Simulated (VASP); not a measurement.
# Sc3Te (Fm-3m) in VASP: further runs

One crystal, Sc3Te, is run at these levels: PBE; tasks: single point.

Program: VASP 6.6.1. These are calculated values, not measurements. Logs are shortened: lines on timing, memory, paths and dates and some standing lists are left out, and cuts for length are marked.

## 1. The undisturbed crystal

It takes space group Fm-3m (No. 225, cubic). The conventional cell has a = 7.139 Å, b = 7.139 Å, c = 7.139 Å, α = 90.00°, β = 90.00°, γ = 90.00°. Sc (site symmetry -43m) is surrounded by 4 Sc at 3.09 Å and 4 Te at 3.09 Å. Around Sc (site symmetry m-3m) lie 8 Sc at 3.09 Å. Te (site symmetry m-3m) has 8 Sc at 3.09 Å as nearest neighbours.

The cell was built by a generator and needn't be a form met in nature.

## 2. Single point, PBE, 21.83 Å³/atom (strain = -0.04)

The input, INCAR:

```
SYSTEM = Sc3Te
  PREC = Accurate
  ENCUT = 520
  EDIFF = 1E-6
  ISMEAR = -1
  SIGMA = 0.05
  LREAL = .FALSE.
  LASPH = .TRUE.
  NELM = 60
  ALGO = Normal
  ISIF = 2
  LWAVE = .FALSE.
  LCHARG = .FALSE.
  GGA = PE
```

The input, KPOINTS:

```
Automatic mesh
0
G
  5 5 5
  0 0 0
```

The input, POSCAR:

```
Sc3Te
1.0
    0.0000000000      3.5695000000      3.5695000000
    3.4267200000      0.0000000000      3.5695000000
    3.4267200000      3.5695000000      0.0000000000
Sc Te
3 1
Direct
    0.2500000000      0.2500000000      0.2500000000
    0.7500000000      0.7500000000      0.7500000000
    0.5000000000      0.5000000000      0.5000000000
    0.0000000000      0.0000000000      0.0000000000
```

Potentials or basis: VASP PAW PBE potentials, release 64 (Sc_sv, Te).

Started as:

```console
$ cat potpaw_PBE.64/Sc_sv/POTCAR potpaw_PBE.64/Te/POTCAR > POTCAR
$ mpirun -np 1 vasp_std > vasp.out
```

OUTCAR:

```text
SYSTEM = Sc3Te
   PREC = Accurate
   ENCUT = 520
   EDIFF = 1E-6
   ISMEAR = -1
   LREAL = .FALSE.
   LASPH = .TRUE.
   NELM = 60
   ISIF = 2
   GGA = PE

 ion  position               nearest neighbor table
   1  0.250  0.250  0.250-   3 3.05   4 3.05   4 3.05   4 3.05   4 3.05   3 3.05   3 3.05   3 3.05
                             2 3.43   2 3.43
   2  0.750  0.750  0.750-   3 3.05   4 3.05   3 3.05   3 3.05   3 3.05   4 3.05   4 3.05   4 3.05
                             1 3.43   1 3.43
   3  0.500  0.500  0.500-   1 3.05   2 3.05   1 3.05   1 3.05   1 3.05   2 3.05   2 3.05   2 3.05
                             4 3.43   4 3.43
   4  0.000  0.000  0.000-   1 3.05   2 3.05   2 3.05   2 3.05   2 3.05   1 3.05   1 3.05   1 3.05
                             3 3.43   3 3.43

  LATTYP: Found a body centered tetragonal cell.
 ALAT       =     5.0480353109
 C/A-ratio  =     1.3576450199

  Lattice vectors:

 A1 = (  -3.4267200000,   0.0000000000,  -3.5695000000)
 A2 = (  -3.4267200000,   0.0000000000,   3.5695000000)
 A3 = (   3.4267200000,   3.5695000000,   0.0000000000)

Analysis of symmetry for initial positions (statically):
=====================================================================
 Subroutine PRICEL returns:
 Original cell was already a primitive cell.

 Routine SETGRP: Setting up the symmetry group for a
 body centered tetragonal supercell.

 Subroutine GETGRP returns: Found 16 space group operations
 (whereof 16 operations were pure point group operations)
 out of a pool of 16 trial point group operations.

The static configuration has the point symmetry D_4h.

Analysis of symmetry for dynamics (positions and initial velocities):
=====================================================================
 Subroutine PRICEL returns:
 Original cell was already a primitive cell.

 Routine SETGRP: Setting up the symmetry group for a
 body centered tetragonal supercell.

 Subroutine GETGRP returns: Found 16 space group operations
 (whereof 16 operations were pure point group operations)
 out of a pool of 16 trial point group operations.

The dynamic configuration has the point symmetry D_4h.

 Subroutine INISYM returns: Found 16 space group operations
 (whereof 16 operations are pure point group operations),
 and found     1 'primitive' translations

[... 89 lines left out ...]
   ENCUT  =  520.0 eV  38.22 Ry    6.18 a.u.   9.39  9.20  9.20*2*pi/ulx,y,z
   NELM   =     60;   NELMIN=  2; NELMDL= -5     # of ELM steps
   EDIFF  = 0.1E-05   stopping-criterion for ELM
   LREAL  =      F    real-space projection
   EDIFFG = 0.1E-04   stopping-criterion for IOM
   NSW    =      0    number of steps for IOM
   IBRION =     -1    ionic relax: 0-MD 1-quasi-New 2-CG
   NFREE  =      0    steps in history (QN), initial steepest desc. (CG)
   ISIF   =      2    stress and relaxation
   ISYM   =      2    0-nonsym 1-usesym 2-fastsym
   POTIM  = 0.5000    time-step for ionic-motion
   TEBEG  =    0.0;   TEEND  =   0.0 temperature during run
   PSTRESS=    0.0 pullay stress
   NELECT =      39.0000    total number of electrons
   NUPDOWN=      -1.0000    fix difference up-down
   EMIN   =  10.00;   EMAX   =-10.00  energy-range for DOS
   EFERMI =   0.00;   METHOD = LEGACY
   ISMEAR =    -1;   SIGMA  =   0.05  broadening in eV -4-tet -1-fermi 0-gaus
   EFERMI_NEDOS =   21; number of points for ismear=-14 and -15
   IALGO  =     38    algorithm
   IMIX   =      4    mixing-type and parameters
     AMIX     =   0.40;   BMIX     =  1.00
     AMIX_MAG =   1.60;   BMIX_MAG =  1.00
  volume/ion in A,a.u.               =      21.83       147.32
  Fermi-wavevector in a.u.,A,eV,Ry     =   1.251378  2.364762 21.306006  1.565947
  Thomas-Fermi vector in A             =   2.385328
   LORBIT       =      0    0 simple, 1 ext, 2 COOP (PROOUT), +10 PAW based schemes
   GGA     = PE    functional components
   LHFCALC =     F    Hartree Fock is set to
   AEXX    =    0.0000 exact exchange contribution
   IVDW    =     0    specifies the selected vdW correction
   LEPSILON=     F    determine dielectric tensor
   LRPA    =     F    only Hartree local field effects (RPA)
 non-spin polarized calculation
  energy-cutoff  :      520.00
  volume of cell :       87.32
 maximum number of plane-waves:      2372
 NGX is ok and might be reduce to    40
   NGX = 19   NGY = 19   NGZ = 19

 number of electron      39.0000008 magnetization

 Free energy of the ion-electron system (eV)
  ---------------------------------------------------
  ext. energy  EPLUGINS =         0.00000000
  ---------------------------------------------------
  free energy    TOTEN  =       -22.59746638 eV

  energy without entropy =      -22.54661710  energy(sigma->0) =      -22.57204174

 E-fermi :   6.8209     XC(G=0): -10.5818

 val. band max:        6.8006521015   @ k =   0.0000   0.2000   0.2000
 cond. band min:       6.8227862509   @ k =   0.2000   0.2000   0.0000
 fundamental gap:      0.0221341494
 Fermi energy:         6.8208717808

 k-point     1 :       0.0000    0.0000    0.0000
  band No.  band energies     occupation
      1     -42.6057      2.00000
      2     -42.5319      2.00000
      3     -42.4698      2.00000
      4     -21.3648      2.00000
      5     -21.3648      2.00000
      6     -21.3299      2.00000
[... 457 lines left out ...]
     22       7.5513      0.00000
     23       7.7011      0.00000

------------------------ aborting loop because EDIFF is reached ----------------------------------------

  FORCE on cell =-STRESS in cart. coord.  units (eV):
  Direction    XX          YY          ZZ          XY          YZ          ZX
  --------------------------------------------------------------------------------------
  -------------------------------------------------------------------------------------
  Total        1.4745848      1.3394276      1.3394276      0.0000000      0.0000000     -0.0000000
  in kB       27.0555867     24.5757309     24.5757309      0.0000000      0.0000000     -0.0000000
  external PRESSURE =      25.4023495 kB  Pullay stress =       0.0000000 kB

 VOLUME and BASIS-vectors are now :
 -----------------------------------------------------------------------------
  energy-cutoff  :      520.00
  volume of cell :       87.32
      direct lattice vectors                 reciprocal lattice vectors
     0.000000000  3.569500000  3.569500000    -0.145912126  0.140075641  0.140075641
     3.426720000  0.000000000  3.569500000     0.145912126 -0.140075641  0.140075641
     3.426720000  3.569500000  0.000000000     0.145912126  0.140075641 -0.140075641

 POSITION                                       TOTAL-FORCE (eV/Angst)
 -----------------------------------------------------------------------------------
      1.71336      1.78475      1.78475        -0.000000     -0.000000     -0.000000
      5.14008      5.35425      5.35425         0.000000     -0.000000      0.000000
      3.42672      3.56950      3.56950        -0.000000      0.000000     -0.000000
      0.00000      0.00000      0.00000        -0.000000      0.000000     -0.000000
 -----------------------------------------------------------------------------------
    total drift:                               -0.000000     -0.000000      0.000000

  FREE ENERGIE OF THE ION-ELECTRON SYSTEM (eV)
  ---------------------------------------------------
  free  energy   TOTEN  =       -22.5974663843 eV

  energy  without entropy=      -22.5466170978  energy(sigma->0) =      -22.57204174
```

OSZICAR:

```text
N       E                     dE             d eps       ncg     rms          rms(c)
DAV:   1     0.737056715154E+03    0.73706E+03   -0.17498E+04   836   0.171E+03
DAV:   2     0.417676864168E+02   -0.69529E+03   -0.69119E+03  1180   0.774E+02
DAV:   3    -0.204490344349E+02   -0.62217E+02   -0.61811E+02  1376   0.278E+02
DAV:   4    -0.238864718689E+02   -0.34374E+01   -0.33834E+01  1368   0.568E+01
DAV:   5    -0.240137885743E+02   -0.12732E+00   -0.12452E+00  1347   0.113E+01    0.128E+01
DAV:   6    -0.227227980989E+02    0.12910E+01   -0.52910E+00  1296   0.229E+01    0.448E+00
DAV:   7    -0.226309709628E+02    0.91827E-01   -0.60277E-01  1256   0.868E+00    0.180E+00
DAV:   8    -0.226070498152E+02    0.23921E-01   -0.31597E-01  1168   0.541E+00    0.965E-01
DAV:   9    -0.225973997873E+02    0.96500E-02   -0.62823E-02  1200   0.247E+00    0.352E-01
DAV:  10    -0.225973962546E+02    0.35326E-05   -0.41451E-03  1233   0.672E-01    0.241E-01
DAV:  11    -0.225974681686E+02   -0.71914E-04   -0.62889E-04  1280   0.306E-01    0.352E-02
DAV:  12    -0.225974703004E+02   -0.21318E-05   -0.10222E-04  1312   0.119E-01    0.178E-02
DAV:  13    -0.225974673586E+02    0.29418E-05   -0.51689E-06   888   0.254E-02    0.398E-03
DAV:  14    -0.225974663843E+02    0.97429E-06   -0.11754E-06   805   0.143E-02
   1 F= -.22597466E+02 E0= -.22572042E+02  d E =-.508493E-01
```

stdout:

```text
POSCAR found type information on POSCAR ScTe
 POSCAR found :  2 types and       4 ions
 scaLAPACK will be used
 LDA part: xc-table for (Slater+PW92), standard interpolation
 POSCAR, INCAR and KPOINTS ok, starting setup
 FFT: planning ... GRIDC
 FFT: planning ... GRID_SOFT
 FFT: planning ... GRID
 WAVECAR not read
 entering main loop
```

It took 1.8 min on 1 thread of AMD EPYC, shared host; peak memory 0.21 GiB.

Results:

```yaml
Free_energy: -22.5975 eV
Pressure: 2.5 GPa
Band_gap_on_the_k_mesh: none (metal or under the smearing width)
```

## 3. Single point, PBE, 22.29 Å³/atom (strain = -0.02)

INCAR is that of step 2.

KPOINTS is that of step 2.

POSCAR: that of step 2 with these lines changed.

```diff
@@ -3,4 +3,4 @@
     0.0000000000      3.5695000000      3.5695000000
-    3.4267200000      0.0000000000      3.5695000000
-    3.4267200000      3.5695000000      0.0000000000
+    3.4981100000      0.0000000000      3.5695000000
+    3.4981100000      3.5695000000      0.0000000000
 Sc Te
```

Potentials or basis: VASP PAW PBE potentials, release 64 (Sc_sv, Te).

Started as:

```console
$ cat potpaw_PBE.64/Sc_sv/POTCAR potpaw_PBE.64/Te/POTCAR > POTCAR
$ mpirun -np 1 vasp_std > vasp.out
```

Wall time 1.8 min (1 thread of AMD EPYC, shared host); peak memory 0.21 GiB.

Results (log left out):

```
Free energy            : -22.6201 eV
Pressure               : 1.1 GPa
Band gap on the k mesh : none (metal or under the smearing width)
```

## 4. The reference run

An earlier run on the cell as given: functional PBE; potentials or basis VASP PAW PBE potentials, release 64 (Sc_sv, Te); cutoff 520 eV; k mesh 7 × 7 × 7; occupations fermi-dirac, width 0.05 eV; no spin polarisation.

- Pressure: 0.1 GPa
- Band gap on the k mesh: none (metal or under the smearing width)
